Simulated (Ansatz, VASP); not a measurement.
**BiIr: VASP beside Ansatz**

Contents of INCAR:

```
SYSTEM = BiIr
PREC = Accurate ; ENCUT = 520
EDIFF = 1E-6 ; ISMEAR = 0
SIGMA = 0.05 ; LREAL = .False.
LASPH = .True. ; NELM = 80
ALGO = Normal ; ISIF = 2
LWAVE = .False. ; LCHARG = .False.
NBANDS = 19
```

Contents of KPOINTS:

```
regular mesh
0
Gamma
  10 10 10
  0 0 0
```

POSCAR

```
BiIr
1.0
    0.0000000000      3.0380373730      3.0380373730
    3.0380373730      0.0000000000      3.0380373730
    3.0380373730      3.0380373730      0.0000000000
Ir Bi
1 1
Direct
    0.0000000000      0.0000000000      0.0000000000
    0.2500000000      0.2500000000      0.2500000000
```

Input for Ansatz:

```yaml
crystal:
  lattice:
    - [0.0, 3.038037373, 3.038037373]
    - [3.038037373, 0.0, 3.038037373]
    - [3.038037373, 3.038037373, 0.0]
  atoms:
    - { symbol: Ir, position: [0.0, 0.0, 0.0] }
    - { symbol: Bi, position: [0.25, 0.25, 0.25] }
basis:
  ecutwfc: 500
  ecutrho_ratio: 4
kpoints:
  mp_grid: { grid: [10, 10, 10] }
hamiltonian:
  xc: lda
scf:
  occupations: { method: gaussian, width: 0.05 }
  lower_state_search: light
output:
  forces: true
  stress: true
  write_density: true
  write_potential: true
  elf: true
  volumetric_format: npy
```

The cell comes from a database or a generator and needn't be the stable form of this composition.

Alike in both runs: task single point; functional LDA; k mesh 10 × 10 × 10; occupations gaussian, width 0.05 eV; no spin polarisation.

|  | VASP | Ansatz |
| --- | --- | --- |
| version | VASP 6.6.1 | Ansatz 0.2.0 |
| potentials or method | VASP PAW LDA potentials, release 64 (Ir, Bi_d) | scalar-relativistic, plane waves, PAW |
| plane-wave cutoff (eV) | 520 | 500 |
| valence electrons in the cell | 24 | 32 |

```tsv
	VASP	Ansatz	Ansatz less VASP
gap on the k mesh at the Fermi level (eV)	none	none	-
pressure (GPa)	-3.1	-3.4	-0.34
```

A gap of «none» marks a metal or a gap that the smearing closes. The two sets of potentials don't hold the same shells in valence.

Caveats: spin-orbit coupling is left out, which moves the levels of the heavy elements.
